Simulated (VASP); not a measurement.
Crystal: Be3Se2O.

```xyz
6
Lattice="4.9651 0.0000 0.0000 0.0000 4.9651 0.0000 0.0000 0.0000 4.2984" Properties=species:S:1:pos:R:3 pbc="T T T"
Be    2.4825    2.4825    2.1492
Be    0.0000    0.0000    3.0109
Be    0.0000    0.0000    1.2875
Se    0.0000    2.4825    0.0000
Se    2.4825    0.0000    0.0000
O     2.4825    2.4825    0.0000
```

The cell was built by a generator and needn't be a form met in nature.

```yaml
Program: VASP 6.6.1
Task: relaxation of cell and atoms
Functional: PBE
Potentials_or_basis: VASP PAW PBE potentials, release 64 (Be, Se, O)
Cutoff: 520 eV
k_mesh: 3 × 3 × 3
Occupations: gaussian, width 0.15 eV
Spin: no spin polarisation
```

At the start: pressure -7.4 GPa; volume 17.66 Å³/atom.

Question: How do energy, volume and symmetry change on relaxing?

Answer: Over 8 steps the energy falls by 276.1 meV/atom and the volume is 14.53 Å³/atom (-17.7 %); space group P4/mmm (No. 123, to 0.05 Å).

Step by step:
| step | energy change (eV) | largest force (eV/Å) | pressure (GPa) | volume (Å³) |
| --- | --- | --- | --- | --- |
| 1 | 0.0000 | 5.1486 | -7.37 | 105.96 |
| 2 | -1.3007 | 1.5091 | -5.02 | 93.98 |
| 3 | -1.3202 | 0.7401 | -6.00 | 95.43 |
| 4 | -1.6090 | 0.6927 | 0.72 | 86.10 |
| 5 | -1.6109 | 0.6863 | 1.20 | 85.46 |
| 6 | -1.6441 | 0.6336 | 0.78 | 86.33 |
| 7 | -1.6475 | 0.3110 | 0.82 | 86.14 |
| 8 | -1.6564 | 0.0018 | -0.20 | 87.17 |

Final structure:
```yaml
crystal:
  lattice:
    - [4.77368, 0.00000, 0.00000]
    - [0.00000, 4.77368, 0.00000]
    - [0.00000, 0.00000, 3.82513]
  atoms:
    - { symbol: Be, position: [0.50000, 0.50000, 0.50000] }
    - { symbol: Be, position: [0.00000, 0.00000, 0.74627] }
    - { symbol: Be, position: [0.00000, 0.00000, 0.25373] }
    - { symbol: Se, position: [0.00000, 0.50000, 0.00000] }
    - { symbol: Se, position: [0.50000, 0.00000, 0.00000] }
    - { symbol: O, position: [0.50000, 0.50000, 0.00000] }
```

Caveat: the k mesh is coarse (spacing up to 0.49 Å⁻¹), so the values aren't converged; the volume moved by over 15 % at a fixed basis, so the end points are rough.
